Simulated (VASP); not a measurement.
All values below come from r2SCAN meta-GGA, VASP's PBE PAW potentials (set 64) (plane waves; VASP).

Input for VASP

**INCAR**
```
# general
SYSTEM   =  Zr(001) slab
PREC     =  Normal
ENCUT    =  400
LREAL    =  F
LASPH    =  T

# electronic loop
EDIFF    =  1E-6
NELM     =  100
NELMIN   =  4
ALGO     =  Normal
LMAXMIX  =  4
LMIXTAU  =  T

# smearing
ISMEAR   =  1
SIGMA    =  0.1

# functional
METAGGA  =  R2SCAN

# output
LWAVE    =  F
LCHARG   =  F
LORBIT   =  11
LVHAR    =  T

# other
LDIPOL   =  T
IDIPOL   =  3
DIPOL    =  0.5 0.5 0.5
```

**POSCAR**
```
Zr(001) slab
1
    3.2467981262     0.0000000000     0.0000000000
   -1.6233990631     2.8118096037     0.0000000000
    0.0000000000     0.0000000000    25.3200522811
Zr
4
Direct
  0.6666670000   0.3333330000   0.4467613069
  0.3333330000   0.6666670000   0.3518600798
  0.6666670000   0.3333330000   0.6481399202
  0.3333330000   0.6666670000   0.5532386931
```

**KPOINTS**
```
K-points
0
G
  10 10 1
```

POTCAR, in this order: Zr_sv (PBE.64 set). Program: vasp_std. Read from the step before: WAVECAR.

### Question
Predict the energy per atom (σ→0), band gap (on the k-mesh).

### Answer

```
Quantity                                                     Value
------------------------  ----------------------------------------
energy per atom (σ→0)                              -22.246 eV/atom
band gap (on the k-mesh)  none (metal, semimetal or under 0.01 eV)
```

File OSZICAR:
```
...
DAV:   1    -0.889832971057E+02   -0.88983E+02   -0.58023E-05  1012   0.559E-02    0.119E-02
DAV:   2    -0.889832766208E+02    0.20485E-04   -0.59096E-04  1008   0.129E-01    0.431E-02
DAV:   3    -0.889832862186E+02   -0.95979E-05   -0.34815E-04  1012   0.108E-01    0.224E-03
DAV:   4    -0.889832945150E+02   -0.82964E-05   -0.19391E-05  1020   0.236E-02    0.123E-03
DAV:   5    -0.889832847062E+02    0.98088E-05   -0.17640E-06   660   0.921E-03    0.831E-04
DAV:   6    -0.889832777249E+02    0.69813E-05   -0.47973E-07   540   0.662E-03    0.488E-04
DAV:   7    -0.889832787122E+02   -0.98734E-06   -0.30222E-07   480   0.626E-03
   1 F= -.88983279E+02 E0= -.88983177E+02  d E =-.304889E-03
```

The cell is a thin slab with vacuum, built from Zr (hcp): (001) face.
